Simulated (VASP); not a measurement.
Input for VASP

File KPOINTS:
```
Automatic mesh
0
Gamma
11 11 11
0 0 0
```

**POSCAR**
```
ZrSi
1
    0.0000000000     2.6981690314     2.6981690314
    2.6981690314     0.0000000000     2.6981690314
    2.6981690314     2.6981690314     0.0000000000
Zr Si
1 1
Direct
  0.0000000000   0.0000000000   1.0000000000
  0.5000000000   0.5000000000   0.5000000000
```

### INCAR
```
SYSTEM = ZrSi
PREC = Accurate
ENCUT = 400
EDIFF = 1E-6
NELM = 100
ALGO = Normal
LREAL = .FALSE.
LASPH = .TRUE.
ISMEAR = 1
SIGMA = 0.1
GGA = PE
LMAXMIX = 4
LWAVE = .FALSE.
LCHARG = .FALSE.
IBRION = 2
ISIF = 3
NSW = 60
EDIFFG = -0.01
```

POTCAR, in this order: Zr_sv Si (PBE.64 set). Program: vasp_std.

**Question.** Translate this PBE calculation to Ansatz.

**Answer.** One equivalent input (not run):
Ansatz 0.2 input:
```yaml
crystal:
  lattice:
    - [0.0000000, 2.6981690, 2.6981690]
    - [2.6981690, 0.0000000, 2.6981690]
    - [2.6981690, 2.6981690, 0.0000000]
  atoms:
    - { symbol: Zr, position: [0.0000000, 0.0000000, 1.0000000] }
    - { symbol: Si, position: [0.5000000, 0.5000000, 0.5000000] }
kpoints:
  mp_grid: { grid: [11, 11, 11] }
hamiltonian:
  xc: pbe
  pseudopotentials: { kind: paw }
scf:
  occupations: { method: methfessel_paxton, width: 0.1 }
  max_iter: 100
relax:
  max_steps: 60
  f_tol: 0.01
  cell: {}
output: { forces: true, stress: true, eigenvalues: true }
```
Limits of the translation: each code has its own PAW files, so the cut-off isn't converted (ENCUT is set for VASP's; basis.ecutwfc is left out, and Ansatz then takes the one that its files recommend); Ansatz stops its SCF on the density residual and VASP on the energy change (EDIFF).

The structure was generated: ZrSi was put into the rock salt type (Fm-3m), which need not be its known phase. It was relaxed first, which changed the volume by -33 %. The start is the result of an earlier pass.
